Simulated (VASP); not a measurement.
Output of a VASP run:

**OSZICAR**
```
       N       E                     dE             d eps       ncg     rms          rms(c)
DAV:   1     0.287559948580E+03    0.28756E+03   -0.19212E+04  1056   0.239E+03
DAV:   2     0.996492392273E+01   -0.27760E+03   -0.26867E+03  1134   0.443E+02
DAV:   3    -0.201640915386E+02   -0.30129E+02   -0.29960E+02  1230   0.156E+02
DAV:   4    -0.206607596155E+02   -0.49667E+00   -0.49640E+00  1164   0.221E+01
DAV:   5    -0.206636120517E+02   -0.28524E-02   -0.28518E-02  1206   0.147E+00    0.151E+01
DAV:   6    -0.173520570954E+02    0.33116E+01   -0.10648E+01  1570   0.795E+01    0.972E+00
DAV:   7    -0.176642990573E+02   -0.31224E+00   -0.38190E+00  1068   0.176E+01    0.564E+00
DAV:   8    -0.176927610871E+02   -0.28462E-01   -0.87094E-01  1404   0.814E+00    0.211E+00
DAV:   9    -0.176184803615E+02    0.74281E-01   -0.28109E-01  1562   0.809E+00    0.243E-01
DAV:  10    -0.176207870262E+02   -0.23067E-02   -0.26930E-02  1080   0.209E+00    0.948E-02
DAV:  11    -0.176213985819E+02   -0.61156E-03   -0.50433E-03  1602   0.122E+00    0.148E-01
DAV:  12    -0.176211254631E+02    0.27312E-03   -0.16580E-03  1546   0.568E-01    0.243E-02
DAV:  13    -0.176211445102E+02   -0.19047E-04   -0.15931E-04  1254   0.182E-01    0.224E-02
DAV:  14    -0.176211455969E+02   -0.10868E-05   -0.32690E-05  1062   0.532E-02    0.668E-03
DAV:  15    -0.176211450729E+02    0.52401E-06   -0.80316E-06  1464   0.261E-02
   1 F= -.17621145E+02 E0= -.17621145E+02  d E =-.428858E-16
```

### OUTCAR
```
------------------------ aborting loop because EDIFF is reached ----------------------------------------
  FORCE on cell =-STRESS in cart. coord.  units (eV):
  Direction    XX          YY          ZZ          XY          YZ          ZX
  --------------------------------------------------------------------------------------
  Total       -2.6973940     -2.6973955     -2.5503328      0.0000000      0.0000000      0.0000000
  in kB      -85.4514163    -85.4514631    -80.7926256      0.0000000      0.0000000      0.0000000
  external PRESSURE =     -83.8985016 kB  Pullay stress =       0.0000000 kB
  volume of cell :       50.57
      direct lattice vectors                 reciprocal lattice vectors
     1.657500000 -2.870875000  0.000000000     0.301659125 -0.174162929  0.000000000
     1.657500000  2.870875000  0.000000000     0.301659125  0.174162929  0.000000000
     0.000000000  0.000000000  5.314200000     0.000000000  0.000000000  0.188175078
  FREE ENERGIE OF THE ION-ELECTRON SYSTEM (eV)
  ---------------------------------------------------
  free  energy   TOTEN  =       -17.6211450729 eV

  energy  without entropy=      -17.6211450729  energy(sigma->0) =      -17.62114507

 total charge

# of ion       s       p       d       tot
------------------------------------------
    1        0.433   0.426   9.977  10.835
    2        0.433   0.426   9.977  10.835
    3        1.547   3.426   0.000   4.973
    4        1.547   3.426   0.000   4.973
--------------------------------------------------
tot          3.960   7.704  19.954  31.617
```
(Selected blocks of OUTCAR.)

File POSCAR:
```
ZnO
1
    1.6575000000    -2.8708750000     0.0000000000
    1.6575000000     2.8708750000     0.0000000000
    0.0000000000     0.0000000000     5.3142000000
Zn O
2 2
Direct
  0.6666670000   0.3333330000   0.5000000000
  0.3333330000   0.6666670000   0.0000000000
  0.6666670000   0.3333330000   0.8820000000
  0.3333330000   0.6666670000   0.3820000000
```

Problem. Reconstruct the remaining input files.

Solution. One answer among several that fit: the input of the run itself, PBE GGA + U (Dudarev), plane waves, VASP's PBE PAW potentials (set 64).

**INCAR**
```
SYSTEM = ZnO
PREC = Accurate
ENCUT = 520
EDIFF = 1E-6
NELM = 100
ALGO = Normal
LREAL = .FALSE.
LASPH = .TRUE.
ISMEAR = 0
SIGMA = 0.05
GGA = PE
LMAXMIX = 4
LWAVE = .FALSE.
LCHARG = .FALSE.
ISIF = 2
LDAU = .TRUE.
LDAUTYPE = 2
LDAUL = 2 -1
LDAUU = 5.0 0
LDAUJ = 0 0
LDAUPRINT = 1
LORBIT = 10
```

File KPOINTS:
```
Automatic
0
G
  7 7 4
```

POTCAR, in this order: Zn O (PBE.64 set). Program: vasp_std.

The compound is ZnO in the wurtzite structure. The cell was not relaxed at this level. The run is one of a series of settings (LDAU = .TRUE., LDAUJ = 0 0, LDAUL = 2 -1, LDAUTYPE = 2, LDAUU = 5.0 0 against the base run), some of them coarse on purpose.
